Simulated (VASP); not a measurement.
# Ga11FeAs12 (a cell with a defect) in VASP: single point with HSE06

Aim: the single point of Ga11FeAs12 (a cell with a defect) with HSE06.

Program: VASP 6.6.1. These are calculated values, not measurements. Logs are shortened: lines on timing, memory, paths and dates and some standing lists are left out, and cuts for length are marked.

## (1) The crystal as given

The cell holds a defect, 24 atoms: a = 11.993 Å, b = 7.996 Å, c = 7.996 Å, α = 60.00°, β = 60.00°, γ = 60.00°.

## (2) Single point, HSE06, collinear spin, ferromagnetic start

Contents of POSCAR:

```
Ga11FeAs12                              
1.0
    0.0000000000      8.4805500000      8.4805500000
    5.6537000000      0.0000000000      5.6537000000
    5.6537000000      5.6537000000      0.0000000000
  Fe              Ga              As            
     1    11    12
Direct
     0.9989155494593190    0.0004179494228431    0.9998097073170691
     0.0008262465778369    0.0018972958644902    0.4981564101305614
     0.0009661858364315    0.4993610186229806    0.9987118965822623
     0.0003717522265310    0.4998566107795503    0.4973655002442086
     0.3327051976075243    0.0004983546301826    0.9999840077248778
     0.3327905437617535    0.0023939545922678    0.4973242103052338
     0.3328654708747316    0.5016245441605974    0.9985140476653508
     0.3321572049154635    0.5010784077841905    0.5005205517254623
     0.6679927754667727    0.9993890791268373    0.9991323986488002
     0.6658653733070165    0.0011672814066939    0.5004515718638161
     0.6662217369041304    0.5001249643204700    0.9985200487143225
     0.6663130950488698    0.5013492504935976    0.4982684217756059
     0.0827037680668076    0.1244922559895682    0.1234198940088335
     0.0828444401042882    0.1249177289511597    0.6272241333054446
     0.0829166884680339    0.6282239658182938    0.1221186066300901
     0.0824896694246017    0.6264395685905939    0.6235905635955254
     0.4174183030849784    0.1262295815369969    0.1225014313254678
     0.4157172394008767    0.1259298279376609    0.6248116835353792
     0.4159917192866192    0.6255541505967585    0.1250778910878546
     0.4163000908738654    0.6271852574183325    0.6233859727194861
     0.7515175172938534    0.1245803508874595    0.1246648465467217
     0.7505970070140833    0.1260214736186763    0.6240354958823299
     0.7508183710980317    0.6243497172723674    0.1231477365463069
     0.7501830538975665    0.6258644101774352    0.6232399721190084
```

Contents of INCAR.step1:

```
SYSTEM = Ga11FeAs12
PREC = Accurate
ENCUT = 350
EDIFF = 1E-5
ISMEAR = 0
SIGMA = 0.03
LREAL = Auto
LASPH = .True.
NELM = 70
ALGO = Normal
ISIF = 2
LWAVE = .True.
ISPIN = 2
MAGMOM = 5 0 0 0 0 0 0 0 0 0 0 0 0 0 0 0 0 0 0 0 0 0 0 0
LORBIT = 11
NUPDOWN = 5
LMAXMIX = 4
NBANDS = 128
ISYM = -1
TIME = 0.4
NKRED = 2
GGA = PE
KPAR = 2
```

Contents of INCAR.step2:

```
SYSTEM = Ga11FeAs12
PREC = Accurate
ENCUT = 350
EDIFF = 1E-4
ISMEAR = 0
SIGMA = 0.03
LREAL = Auto
LASPH = .True.
NELM = 70
ALGO = Damped
ISIF = 2
LWAVE = .False.
LCHARG = .False.
ISPIN = 2
MAGMOM = 5 0 0 0 0 0 0 0 0 0 0 0 0 0 0 0 0 0 0 0 0 0 0 0
LORBIT = 11
NUPDOWN = 5
LMAXMIX = 4
GGA = PE
LHFCALC = .True.
HFSCREEN = 0.2
PRECFOCK = Fast
NBANDS = 128
ISYM = -1
TIME = 0.4
NKRED = 2
ISTART = 1
KPAR = 2
```

Contents of KPOINTS:

```
regular mesh
0
Gamma
  2 2 2
  0 0 0
```

Potentials or basis: VASP PAW PBE potentials, release 64 (Fe, Ga_d, As).

Started as:

```bash
cat potpaw_PBE.64/Fe/POTCAR potpaw_PBE.64/Ga_d/POTCAR potpaw_PBE.64/As/POTCAR > POTCAR
cp INCAR.step1 INCAR
mpirun -np 4 vasp_std > vasp.out
cp INCAR.step2 INCAR
mpirun -np 4 vasp_std > vasp.out
```

OUTCAR:

```text
SYSTEM = Ga11FeAs12
   PREC = Accurate
   ENCUT = 350
   EDIFF = 1E-4
   ISMEAR = 0
   LREAL = Auto
   LASPH = .True.
   NELM = 70
   ISIF = 2
   ISPIN = 2
   LORBIT = 11
   NUPDOWN = 5
   GGA = PE
   LHFCALC = .True.
   HFSCREEN = 0.2
   PRECFOCK = Fast
   ISYM = -1
   NKRED = 2
   ISTART = 1

 ion  position               nearest neighbor table
   1  0.999  0.000  1.000-  21 2.42  15 2.43  14 2.43  13 2.44
   2  0.001  0.002  0.498-  13 2.45  14 2.45  22 2.45  16 2.45
   3  0.001  0.499  0.999-  13 2.45  16 2.45  15 2.45  23 2.45
   4  0.000  0.500  0.497-  14 2.45  15 2.45  24 2.45  16 2.45
   5  0.333  0.000  1.000-  19 2.45  13 2.45  18 2.45  17 2.45
   6  0.333  0.002  0.497-  17 2.45  14 2.45  20 2.45  18 2.45
[... 16 lines left out ...]
  23  0.751  0.624  0.123-   9 2.45  12 2.45   3 2.45  11 2.45
  24  0.750  0.626  0.623-  11 2.45   4 2.45  12 2.45  10 2.45

IMPORTANT INFORMATION: All symmetrisations will be switched off!
NOSYMM: (Re-)initialisation of all symmetry stuff for point group C_1.

----------------------------------------------------------------------------------------

                                     Primitive cell

  volume of cell :     542.1501

  direct lattice vectors                    reciprocal lattice vectors
     0.000000000  8.480550000  8.480550000    -0.058958440  0.058958440  0.058958440
     5.653700000  0.000000000  5.653700000     0.088437660 -0.088437660  0.088437660
     5.653700000  5.653700000  0.000000000     0.088437660  0.088437660 -0.088437660

  length of vectors
    11.993308826  7.995539218  7.995539218     0.102119014  0.153178521  0.153178521

  position of ions in fractional coordinates (direct lattice)
     0.998915549  0.000417949  0.999809707
     0.000826247  0.001897296  0.498156410
     0.000966186  0.499361019  0.998711897
     0.000371752  0.499856611  0.497365500
     0.332705198  0.000498355  0.999984008
     0.332790544  0.002393955  0.497324210
[... 16 lines left out ...]
     0.750818371  0.624349717  0.123147737
     0.750183054  0.625864410  0.623239972

  ion indices of the primitive-cell ions
   primitive index   ion index
                 1           1
                 2           2
                 3           3
                 4           4
                 5           5
                 6           6
[... 16 lines left out ...]
                23          23
                24          24

----------------------------------------------------------------------------------------

 KPOINTS: regular mesh

Automatic generation of k-mesh.
 Grid dimensions read from file:
 generate k-points for:    2    2    2

[... 98 lines left out ...]
  ext. energy  EPLUGINS =         0.00000000
  ---------------------------------------------------
  free energy    TOTEN  =      -126.47479601 eV

  energy without entropy =     -126.47479601  energy(sigma->0) =     -126.47479601

 E-fermi :   3.0940     XC(G=0):  -7.9464

 val. band max:        3.4907727208   @ k =   0.0000   0.0000   0.0000
 cond. band min:       4.5761539439   @ k =   0.0000   0.0000   0.0000
 fundamental gap:      1.0853812232
 Fermi energy:         3.6922115149

 spin component 1

 k-point     1 :       0.0000    0.0000    0.0000
  band No.  band energies     occupation
      1     -14.0374      1.00000
      2     -14.0304      1.00000
      3     -14.0252      1.00000
      4     -14.0227      1.00000
      5     -14.0218      1.00000
      6     -14.0136      1.00000
[... 949 lines left out ...]
    116       7.1322      0.00000
    117       7.1749      0.00000
 Fermi energy:         3.0940458369

 spin component 2

 k-point     1 :       0.0000    0.0000    0.0000
  band No.  band energies     occupation
      1     -14.0274      1.00000
      2     -14.0198      1.00000
      3     -14.0162      1.00000
      4     -14.0159      1.00000
      5     -14.0110      1.00000
      6     -14.0046      1.00000
[... 949 lines left out ...]
    116       7.3716      0.00000
    117       7.3878      0.00000
 [bands above 117 left out]

------------------------ aborting loop because EDIFF is reached ----------------------------------------

  FORCE on cell =-STRESS in cart. coord.  units (eV):
  Direction    XX          YY          ZZ          XY          YZ          ZX
  --------------------------------------------------------------------------------------
  -------------------------------------------------------------------------------------
  Total        1.6852962      1.6839441      1.7040489      0.3565428     -0.5232236      0.3588088
  in kB        4.9804351      4.9764395      5.0358535      1.0536654     -1.5462453      1.0603618
  external PRESSURE =       4.9975760 kB  Pullay stress =       0.0000000 kB

 VOLUME and BASIS-vectors are now :
 -----------------------------------------------------------------------------
  energy-cutoff  :      350.00
  volume of cell :      542.15
      direct lattice vectors                 reciprocal lattice vectors
     0.000000000  8.480550000  8.480550000    -0.058958440  0.058958440  0.058958440
     5.653700000  0.000000000  5.653700000     0.088437660 -0.088437660  0.088437660
     5.653700000  5.653700000  0.000000000     0.088437660  0.088437660 -0.088437660

 POSITION                                       TOTAL-FORCE (eV/Angst)
 -----------------------------------------------------------------------------------
      5.65499     14.12398      8.47372         0.027836     -0.001726      0.016441
      2.82715      2.82343      0.01773         0.007468      0.001337     -0.054089
      8.46965      5.65461      2.83143         0.014239     -0.039361      0.001832
      5.63799      2.81511      2.82919         0.059836      0.004192      0.015310
      5.65643      8.47513      2.82434        -0.028227      0.032059      0.049987
      2.82526      5.63397      2.83578        -0.019687      0.044813      0.026013
[... 16 lines left out ...]
      4.22613      7.06359      9.89724         0.031581     -0.023596     -0.020741
      7.06206      9.88558      9.90041         0.013208     -0.013148     -0.023760
 -----------------------------------------------------------------------------------
    total drift:                                0.003687     -0.010395      0.007648

  FREE ENERGIE OF THE ION-ELECTRON SYSTEM (eV)
  ---------------------------------------------------
  free  energy   TOTEN  =      -126.4747960123 eV

  energy  without entropy=     -126.4747960123  energy(sigma->0) =     -126.47479601

 total charge

# of ion       s       p       d       tot
------------------------------------------
    1        0.451   0.469   5.876   6.795
    2        0.842   0.794  10.008  11.644
    3        0.842   0.794  10.008  11.645
    4        0.842   0.792  10.008  11.642
    5        0.841   0.799  10.008  11.648
    6        0.840   0.799  10.009  11.647
[... 16 lines left out ...]
   23        1.217   1.648   0.032   2.896
   24        1.216   1.649   0.032   2.897
--------------------------------------------------
tot         24.319  29.007 116.346 169.672

 magnetization (x)

# of ion       s       p       d       tot
------------------------------------------
    1        0.029   0.109   3.595   3.732
    2        0.003   0.018   0.005   0.026
    3        0.003   0.017   0.005   0.026
    4        0.003   0.017   0.005   0.025
    5        0.003   0.012   0.004   0.018
    6        0.002   0.006   0.003   0.011
[... 16 lines left out ...]
   23        0.000   0.007   0.000   0.007
   24        0.000   0.003   0.000   0.004
--------------------------------------------------
tot          0.085   0.624   3.643   4.352
```

OSZICAR.step1:

```text
N       E                     dE             d eps       ncg     rms          rms(c)
DAV:   1     0.203808999601E+04    0.20381E+04   -0.69602E+04  4192   0.182E+03
DAV:   2     0.316257057899E+03   -0.17218E+04   -0.16633E+04  4392   0.533E+02
DAV:   3    -0.626874380891E+02   -0.37894E+03   -0.34713E+03  4824   0.186E+02
DAV:   4    -0.104940706922E+03   -0.42253E+02   -0.41281E+02  5208   0.601E+01
DAV:   5    -0.106991227604E+03   -0.20505E+01   -0.20331E+01  5336   0.147E+01    0.184E+01
DAV:   6    -0.120383947533E+03   -0.13393E+02   -0.59073E+01  4928   0.449E+01    0.607E+01
DAV:   7    -0.103158010395E+03    0.17226E+02   -0.26269E+01  5152   0.322E+01    0.244E+01
DAV:   8    -0.102347991733E+03    0.81002E+00   -0.21572E+01  5528   0.248E+01    0.144E+01
DAV:   9    -0.102358037107E+03   -0.10045E-01   -0.32479E+00  4984   0.485E+00    0.103E+01
DAV:  10    -0.101501421406E+03    0.85662E+00   -0.13334E+00  4984   0.700E+00    0.476E+00
DAV:  11    -0.101467284340E+03    0.34137E-01   -0.55939E-01  5672   0.298E+00    0.149E+00
DAV:  12    -0.101470268011E+03   -0.29837E-02   -0.39927E-02  5264   0.112E+00    0.847E-01
DAV:  13    -0.101468503859E+03    0.17642E-02   -0.21577E-02  5624   0.989E-01    0.236E-01
DAV:  14    -0.101469982848E+03   -0.14790E-02   -0.10243E-02  4760   0.462E-01    0.194E-01
DAV:  15    -0.101470071069E+03   -0.88221E-04   -0.90322E-04  5320   0.177E-01    0.175E-01
DAV:  16    -0.101470070655E+03    0.41415E-06   -0.30261E-04  5528   0.376E-01    0.957E-02
DAV:  17    -0.101470093276E+03   -0.22621E-04   -0.32722E-04  6224   0.124E-01    0.276E-02
DAV:  18    -0.101470086330E+03    0.69455E-05   -0.64173E-05  4464   0.132E-01
   1 F= -.10147009E+03 E0= -.10147009E+03  d E =-.399873E-06  mag=     5.0000
```

Wall time 27 min (4 MPI ranks of Intel Xeon 6975P-C (Granite Rapids), shared host); peak memory 1.1 GiB.

Results:

| Quantity | Value |
| --- | --- |
| Free energy | -126.4748 eV |
| Pressure | 0.5 GPa |
| Largest force | 0.180 eV/Å |
| Net moment | 5.00 μB per cell |
| Site moments | Fe +3.73; Ga +0.03, +0.02, +0.01, +0.00; As +0.10, +0.01, +0.04, +0.00, +0.06 μB |
| Valence electrons inside the program's atomic spheres | Fe 6.79; Ga 11.64, 11.65; As 2.90, 2.89, 2.91 |

Forces on the atoms (eV/Å):
```
Fe   0.028 -0.002  0.016
Ga   0.007  0.001 -0.054
Ga   0.014 -0.039  0.002
Ga   0.060  0.004  0.015
Ga  -0.028  0.032  0.050
Ga  -0.020  0.045  0.026
Ga  -0.036  0.041  0.022
Ga  -0.040  0.017  0.033
Ga   0.027  0.017  0.029
Ga  -0.034 -0.007  0.035
Ga  -0.011  0.034  0.005
Ga  -0.012  0.026  0.013
As   0.056  0.060  0.065
As  -0.093 -0.082  0.077
As  -0.079  0.091 -0.086
As  -0.010 -0.002 -0.006
As   0.002 -0.018 -0.025
As   0.017 -0.007 -0.009
As   0.010 -0.019 -0.006
As   0.002 -0.012 -0.025
As   0.084 -0.117 -0.109
As   0.011 -0.027 -0.025
As   0.032 -0.024 -0.021
As   0.013 -0.013 -0.024
```

Caveat: the k mesh is coarse (spacing up to 0.48 Å⁻¹), so the values aren't converged, least of all with exact exchange; the cutoff is under 1.25 times the usual one of these potentials, so pressure, stress and relaxed cells hold a basis-set (Pulay) error; the PAW data sets were made with another functional, which shifts forces and pressure a little; the total moment is fixed, so each spin has its own Fermi level; only a ferromagnetic start was run, and an antiferromagnetic order may lie lower in energy.
